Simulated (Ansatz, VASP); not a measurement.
# Cross-check of Cs15Na13Li21Cl49 between VASP and Ansatz, part 2 of 2

Aim: how closely do two programs agree when they are given the same cell, functional and k mesh? Of the first pair: The structure shown is frame 20 of Ansatz's trajectory.

VASP 6.6.1 and Ansatz 0.2.0.

So far. Step 3 (VASP: single point, PBEsol, pair 1): The run ends at a pressure of -0.74 GPa, with forces up to 1.4 eV/Å.

## 6. VASP: single point, PBEsol, pair 2

Level of this step: PBEsol; plane waves and PAW (Cs_sv, Li_sv, Na_pv, Cl) (VASP).

The same cell, functional and mesh now go to VASP, with its own data sets.

Input file INCAR:

```
SYSTEM = Cs15Na13Li21Cl49
PREC = Accurate
ENCUT = 650
EDIFF = 1E-06
NELM = 120
ISMEAR = 0
SIGMA = 0.01
LREAL = Auto
ALGO = Normal
GGA = PS
NBANDS = 384
LORBIT = 11
LWAVE = .FALSE.
LCHARG = .FALSE.
ISIF = 2
LASPH = .TRUE.
GGA_COMPAT = .FALSE.
EFERMI = MIDGAP
NCORE = 2
```

Input file POSCAR:

```
Cs15Na13Li21Cl49
1.0
   15.2653000000      0.0000000000      0.0000000000
    0.0000000000     15.2653000000      0.0000000000
    0.0000000000      0.0000000000     15.2653000000
Cs Li Na Cl
15 21 13 49
Direct
    0.7054365129      0.4026779690      0.9187569193
    0.3370127020      0.4893778701      0.3751711398
    0.5713349885      0.6290541293      0.5318860422
    0.4382160848      0.1713756035      0.0763234263
    0.1339181018      0.9661519918      0.4410787865
    0.5432713409      0.5805847248      0.8313560821
    0.2726706976      0.2306865898      0.3094272631
    0.1448906998      0.5292657203      0.8367080896
    0.6631576189      0.0133505401      0.2870431633
    0.6162538568      0.3137049387      0.3375891728
    0.4809797384      0.8543625084      0.0707421407
    0.0961330599      0.8091292015      0.6815588295
    0.7974818706      0.1245701034      0.1109444295
    0.0733886658      0.2082173295      0.6830917178
    0.3418865008      0.4533091390      0.0253385128
    0.8920689407      0.9785068096      0.8855508899
    0.0474474789      0.0773191487      0.2152594446
    0.3240945150      0.1924822965      0.5772700176
    0.8429968622      0.6483069445      0.7983924325
    0.2830078675      0.1417856184      0.7764144825
    0.0874466928      0.6304560015      0.3964678061
    0.8235409720      0.5661598527      0.0797625988
    0.1356147603      0.0717116598      0.9743732518
    0.5485316371      0.1079376101      0.4753329447
    0.3891243539      0.9755458458      0.2791494435
    0.8966086484      0.8799237486      0.1677530085
    0.3770381191      0.7352164713      0.7903938999
    0.6811461288      0.9038603892      0.8077928374
    0.7961455065      0.0001113637      0.5907253706
    0.1785618363      0.9525983767      0.1623551453
[... 62 atom lines left out ...]
    0.9263034464      0.8447197238      0.9877303427
    0.2183907293      0.2788153525      0.5405396553
    0.7396644678      0.7753008457      0.8426562203
    0.0669492247      0.2188558364      0.2844162905
    0.7745999096      0.9022750945      0.4743372223
    0.9602890215      0.0656587162      0.5452234807
```

Input file KPOINTS:

```
Automatic mesh
0
Gamma
1 1 1
0 0 0
```

PAW data sets: Cs_sv, Li_sv, Na_pv and Cl (PBE family, release 64).

Run with:

```
$ mpirun -np 8 vasp_gam
```

Numbers of over 12 decimals in the logs are rounded to 6 here.

Log:

```text
[banner, memory and clock lines left out]
running    8 mpi-ranks, on    1 nodes
[...]
[... a notice as in an earlier step ...]

 LDA part: xc-table for (Slater+PW92), standard interpolation
 POSCAR, INCAR and KPOINTS ok, starting setup
[...]
entering main loop
       N       E                     dE             d eps       ncg     rms          rms(c)
DAV:   1     0.813661057690E+04    0.81366E+04   -0.32391E+05   808   0.183E+03
DAV:   2     0.105320373791E+04   -0.70834E+04   -0.68250E+04   984   0.398E+02
DAV:   3    -0.233106853826E+03   -0.12863E+04   -0.12752E+04   952   0.175E+02
DAV:   4    -0.336863545244E+03   -0.10376E+03   -0.10336E+03  1048   0.561E+01
[...]
DAV:  19    -0.331484739362E+03   -0.62145E-05   -0.17155E-05   976   0.673E-03    0.773E-03
DAV:  20    -0.331484741335E+03   -0.19735E-05   -0.49211E-06   752   0.369E-03    0.510E-03
DAV:  21    -0.331484741667E+03   -0.33139E-06   -0.14408E-06   536   0.311E-03
   1 F= -.33148474E+03 E0= -.33148474E+03  d E =0.000000E+00
```

OUTCAR, selected parts (step 6):

```text
  FREE ENERGIE OF THE ION-ELECTRON SYSTEM (eV)
  ---------------------------------------------------
  free  energy   TOTEN  =      -331.4847416668 eV

  energy  without entropy=     -331.4847416668  energy(sigma->0) =     -331.48474167

[... 1 part as in an earlier step ...]
```

The run ends at a pressure of -0.62 GPa, with forces up to 1.3 eV/Å.

## 7. Side by side

What differs besides the data sets and the points named for the pairs above, as far as they apply: the data sets hold 658 valence electrons in Ansatz (on its default PAW (the set named soft_2) files) and 632 in VASP. Total energies have different zeros and are not compared.

Forces on 7 of the 98 atoms, those with the largest forces and the largest differences (eV/Å; atoms numbered as in POSCAR):

```tsv
atom	Ansatz x, y, z	VASP x, y, z
Cs9	-0.025, 0.009, 1.269	-0.035, 0.019, 1.299
Cs11	0.341, -0.599, -1.066	0.352, -0.611, -1.094
Li32	0.949, 0.214, 0.150	0.985, 0.223, 0.157
Cl63	-0.100, 0.214, -1.149	-0.104, 0.225, -1.176
Cl75	-0.363, 0.840, 0.562	-0.369, 0.855, 0.570
Cl96	-0.556, -0.736, 0.453	-0.563, -0.738, 0.456
Cl97	-0.678, -0.855, 0.686	-0.711, -0.879, 0.696
```

The forces differ by 8.8 meV/Å r.m.s., which is 2.5 % of the r.m.s. force of 0.358 eV/Å (both taken over all components).

## 8. Ansatz: dynamics, PBEsol

One frame of this run of dynamics is then solved in both programs, so the motion causes no difference.

The structure compared here is frame 59 of Ansatz's trajectory.

Input file input.yaml:

```yaml
crystal:
  lattice:
    - [15.2653, 0.0, 0.0]
    - [0.0, 15.2653, 0.0]
    - [0.0, 0.0, 15.2653]
  atoms:
    - { symbol: Cs, position: [0.70122, 0.40354, 0.92467] }
    - { symbol: Cs, position: [0.33844, 0.49406, 0.37712] }
    - { symbol: Cs, position: [0.56836, 0.63196, 0.53415] }
    - { symbol: Cs, position: [0.44002, 0.17007, 0.07065] }
    - { symbol: Cs, position: [0.13114, 0.97044, 0.44402] }
    - { symbol: Cs, position: [0.54202, 0.5822, 0.83017] }
    - { symbol: Cs, position: [0.27207, 0.22987, 0.31169] }
    - { symbol: Cs, position: [0.14419, 0.53316, 0.8428] }
    - { symbol: Cs, position: [0.67086, 0.0146, 0.27853] }
    - { symbol: Cs, position: [0.62449, 0.31457, 0.34544] }
    - { symbol: Cs, position: [0.48214, 0.8493, 0.06842] }
    - { symbol: Cs, position: [0.0997, 0.80722, 0.67832] }
    - { symbol: Cs, position: [0.79396, 0.12802, 0.1069] }
    - { symbol: Cs, position: [0.07859, 0.20998, 0.68798] }
    - { symbol: Cs, position: [0.33657, 0.45974, 0.02645] }
    - { symbol: Li, position: [0.90039, 0.95884, 0.86564] }
    - { symbol: Li, position: [0.04261, 0.08923, 0.23518] }
    - { symbol: Li, position: [0.32624, 0.18571, 0.58559] }
    - { symbol: Li, position: [0.83083, 0.64935, 0.78102] }
    - { symbol: Li, position: [0.30623, 0.08594, 0.78569] }
    - { symbol: Li, position: [0.09006, 0.64552, 0.39194] }
    - { symbol: Li, position: [0.81212, 0.56269, 0.07119] }
    - { symbol: Li, position: [0.13898, 0.07543, 0.00128] }
    - { symbol: Li, position: [0.54086, 0.11488, 0.51193] }
    - { symbol: Li, position: [0.38392, 0.99054, 0.27012] }
    - { symbol: Li, position: [0.89597, 0.88736, 0.16181] }
    - { symbol: Li, position: [0.36521, 0.77983, 0.75536] }
    - { symbol: Li, position: [0.66814, 0.93205, 0.81868] }
    - { symbol: Li, position: [0.81392, 0.03336, 0.60818] }
    - { symbol: Li, position: [0.17475, 0.90471, 0.16687] }
[... 62 atom lines left out ...]
    - { symbol: Cl, position: [0.91451, 0.86094, 0.996] }
    - { symbol: Cl, position: [0.21168, 0.29954, 0.53728] }
    - { symbol: Cl, position: [0.74024, 0.76188, 0.84097] }
    - { symbol: Cl, position: [0.0601, 0.22698, 0.28232] }
    - { symbol: Cl, position: [0.78264, 0.90035, 0.48309] }
    - { symbol: Cl, position: [0.96542, 0.06408, 0.54381] }
kpoints:
  mp_grid: { grid: [1, 1, 1] }
hamiltonian:
  xc: pbesol
scf:
  occupations: { method: fixed }
output:
  forces: true
md:
  timestep: 1.0
  n_steps: 59
  ensemble: nvt_nose_hoover
  temperature: 600
  initial_velocities: maxwell_boltzmann
  seed: 8478
```

Run with:

```
$ ansatz run input.yaml --threads 4 --pin off --max-ram 8192MiB --backend cpu --events-out ev --progress --plain --runs-dir out
```

Log:

```text
[...]
Crystal: 98 atoms, lattice volume = 3557.263 Å³
Basis set: ecut = 420 eV, 69599 PW (Γ), exchange–correlation on 216×216×216 points (8 copies of the dense FFT grid, shifted against one another)
Bands: 427, of which v1, the nominal top of the filled ones, is band 329 counted from 1 (328 counted from 0)
Symmetry: 1 space group operations
k-points: 1
[...]
atom   8  Cs    -0.32103680    -0.02191821     0.20359534
[...]
atom  95  Cl     0.07440205    -0.22165685    -0.04569860
  atom  96  Cl    -0.53904535    -0.20926566     0.38293036
  atom  97  Cl     0.34407830    -0.21876447     0.14394117
  atom  98  Cl     0.01412896    -0.28465753     0.24054243
  max |Σ_I F_I| component: 7.85e-5 eV/Å
--- MD trajectory: 59 steps, t = 0.0 → 59.0 fs ---
[...]
conserved energy: peak-to-peak 5.183e-4 eV (5.289e-6 eV/atom) over 59.0 fs
[key lines of the parts left out:]
SCF converged after 6 iterations
Free energy (F): -159376.903050 eV
Fermi energy:    0.009793 eV
```

## 9. VASP: single point, PBEsol, pair 3

The same cell, functional and mesh now go to VASP, with its own data sets.

INCAR is that of step 6.

Input file POSCAR:

```
Cs15Na13Li21Cl49
1.0
   15.2653000000      0.0000000000      0.0000000000
    0.0000000000     15.2653000000      0.0000000000
    0.0000000000      0.0000000000     15.2653000000
Cs Li Na Cl
15 21 13 49
Direct
    0.7076834389      0.4016101878      0.9159335224
    0.3357549475      0.4865348208      0.3738937328
    0.5742762998      0.6274033265      0.5328293581
    0.4363229023      0.1736356311      0.0775811808
    0.1350775943      0.9638395577      0.4406464334
    0.5449548977      0.5801065161      0.8330854946
    0.2728999758      0.2318460823      0.3085035997
    0.1440849508      0.5261213340      0.8337929815
    0.6590502643      0.0125775452      0.2944062678
    0.6116158870      0.3144124256      0.3337045456
    0.4814055407      0.8554237388      0.0690847871
    0.0954190222      0.8111927050      0.6828296856
    0.7994798661      0.1225197015      0.1138202328
    0.0709452156      0.2069595750      0.6802814226
    0.3438189882      0.4503416245      0.0243558921
    0.8986197454      0.9746811396      0.8907129241
    0.0417875836      0.0720719540      0.2301494239
    0.3382114993      0.1901371083      0.5709681434
    0.8446804190      0.6753290142      0.7817926932
    0.2784157534      0.1594203848      0.7690579288
    0.0840468252      0.6430925039      0.4249048496
    0.8173439107      0.5528879223      0.0946132732
    0.1286053992      0.0589506921      0.9664860828
    0.5554820410      0.1001552541      0.4708521942
    0.3747977439      0.9601383530      0.2906854107
    0.8963138622      0.8829305680      0.1602392354
    0.3867726150      0.7128716763      0.7936627515
    0.6757810197      0.9018492922      0.7830307953
    0.7827229075      0.9940125644      0.5847248334
    0.1746903107      0.9657065370      0.1552409714
[... 62 atom lines left out ...]
    0.9325922190      0.8408940538      0.9856995932
    0.2187444728      0.2707840658      0.5385482106
    0.7390290397      0.7801942969      0.8451324245
    0.0647481543      0.2082828375      0.2901023891
    0.7669289172      0.8966741564      0.4760338808
    0.9543539924      0.0641782343      0.5450073041
```

KPOINTS is that of step 6.

Run with:

```
$ mpirun -np 8 vasp_gam
```

Log:

```text
[... set-up lines as in an earlier step ...]
 entering main loop
       N       E                     dE             d eps       ncg     rms          rms(c)
DAV:   1     0.813890413097E+04    0.81389E+04   -0.32410E+05   808   0.183E+03
DAV:   2     0.104909599576E+04   -0.70898E+04   -0.68373E+04   976   0.398E+02
DAV:   3    -0.234806605281E+03   -0.12839E+04   -0.12733E+04   952   0.176E+02
DAV:   4    -0.336802699341E+03   -0.10200E+03   -0.10162E+03  1016   0.560E+01
[...]
DAV:  19    -0.332345385986E+03   -0.87171E-05   -0.32963E-05  1040   0.808E-03    0.106E-02
DAV:  20    -0.332345387767E+03   -0.17811E-05   -0.50487E-06   816   0.357E-03    0.502E-03
DAV:  21    -0.332345388452E+03   -0.68522E-06   -0.19963E-06   592   0.299E-03
   1 F= -.33234539E+03 E0= -.33234539E+03  d E =0.000000E+00
```

OUTCAR, selected parts (step 9):

```text
  FREE ENERGIE OF THE ION-ELECTRON SYSTEM (eV)
  ---------------------------------------------------
  free  energy   TOTEN  =      -332.3453884521 eV

  energy  without entropy=     -332.3453884521  energy(sigma->0) =     -332.34538845

[... 1 part as in an earlier step ...]
```

The run ends at a pressure of -0.70 GPa, with forces up to 1.3 eV/Å.

## 10. Differences

What differs besides the data sets and the points named for the pairs above, as far as they apply: the data sets hold 658 valence electrons in Ansatz (on its default PAW (the set named soft_2) files) and 632 in VASP. Total energies have different zeros and are not compared.

Forces on 8 of the 98 atoms, those with the largest forces and the largest differences (eV/Å; atoms numbered as in POSCAR):

```tsv
atom	Ansatz x, y, z	VASP x, y, z
Li19	-0.444, -0.291, 0.790	-0.456, -0.292, 0.799
Li22	-0.813, 0.600, -0.449	-0.828, 0.616, -0.466
Li25	0.525, 1.173, 0.087	0.535, 1.211, 0.109
Na45	-0.333, 0.503, -0.735	-0.336, 0.514, -0.743
Cl52	-0.114, -1.163, -0.461	-0.132, -1.197, -0.489
Cl54	1.041, -0.772, 0.281	1.056, -0.789, 0.291
Cl75	-0.269, 0.765, 0.568	-0.284, 0.780, 0.579
Cl92	-0.161, -0.089, -0.918	-0.139, -0.091, -0.939
```

The forces differ by 8.2 meV/Å r.m.s., which is 2.5 % of the r.m.s. force of 0.329 eV/Å (both taken over all components).

## 11. What came out

| Item | Value |
| --- | --- |
| r.m.s. force difference (single point, PBEsol, pair 1) | 2.3 % of the r.m.s. force |
| r.m.s. force difference (single point, PBEsol, pair 2) | 2.5 % of the r.m.s. force |
| r.m.s. force difference (single point, PBEsol, pair 3) | 2.5 % of the r.m.s. force |

In words: The r.m.s. force difference is 2.5 % of the r.m.s. force (single point, PBEsol, pair 3), within the 3 % picked in this series as the mark of a large difference. The data sets hold unlike numbers of valence electrons (658 in Ansatz and 632 in VASP), so part of the differences comes from the potentials. Such differences can come from data sets, numerical settings and the points named under the comparisons, not from the functional's error against experiment.

[Lines on the potential files, build, host, timing and source positions are cut from VASP's logs without a mark.]

[Logs are printed without paths, hosts, clocks, repeated set-up lines and the standing remarks that a program may print on its own settings, such as how far it seeks lower states.]

[Hosts, paths, dates, database ids (printed as entryN), source tags and the programs' standing remarks are cut or masked in the printed files.]
